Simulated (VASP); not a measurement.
A VASP calculation is set up with these files.

### POSCAR
```
MgSe
1
    0.0000000000     2.7726102572     2.7726102572
    2.7726102572     0.0000000000     2.7726102572
    2.7726102572     2.7726102572     0.0000000000
Mg Se
1 1
Direct
  0.0000000000   0.0000000000   0.0000000000
  0.5000000000   0.5000000000   0.5000000000
```

### INCAR
```
# general
SYSTEM  = MgSe
PREC    = Accurate
ENCUT   = 520
LREAL   = .False.
LASPH   = .True.

# electronic loop
EDIFF   = 1E-7
NELM    = 100
ALGO    = Normal
LMAXMIX = 4

# smearing
ISMEAR  = -5

# functional
GGA     = RE

# ions
ISIF    = 2

# output
LWAVE   = .False.
LCHARG  = .True.
LORBIT  = 11
NEDOS   = 601
```

File KPOINTS:
```
Automatic mesh
0
Gamma
9 9 9
0 0 0
```

POTCAR, in this order: Mg Se (PBE.64 set). Program: vasp_std.

Write an equivalent input for Quantum ESPRESSO's pw.x.

One equivalent input (not run):
```
&CONTROL
  calculation = 'scf'
  pseudo_dir = './pseudo'
  outdir = './out'
  tprnfor = .true.
  tstress = .true.
/
&SYSTEM
  ibrav = 0
  nat = 2
  ntyp = 2
  ecutwfc = 86
  occupations = 'tetrahedra'
  input_dft = 'revpbe'
/
&ELECTRONS
  conv_thr = 7.3e-09
  electron_maxstep = 100
/
ATOMIC_SPECIES
  Mg 24.305 Mg.upf
  Se 78.971 Se.upf
CELL_PARAMETERS angstrom
     0.0000000    2.7726103    2.7726103
     2.7726103    0.0000000    2.7726103
     2.7726103    2.7726103    0.0000000
ATOMIC_POSITIONS crystal
  Mg   0.0000000  0.0000000  0.0000000
  Se   0.5000000  0.5000000  0.5000000
K_POINTS automatic
  9 9 9 0 0 0
```
Limits of the translation: the potentials are each code's own (VASP's PAW set, PseudoDojo norm-conserving files in pw.x), so ENCUT and ecutwfc are chosen apart and not converted; conv_thr bounds pw.x's estimated SCF error, while EDIFF bounds the energy change between steps.

The compound is MgSe in the rock salt structure. It was relaxed first.
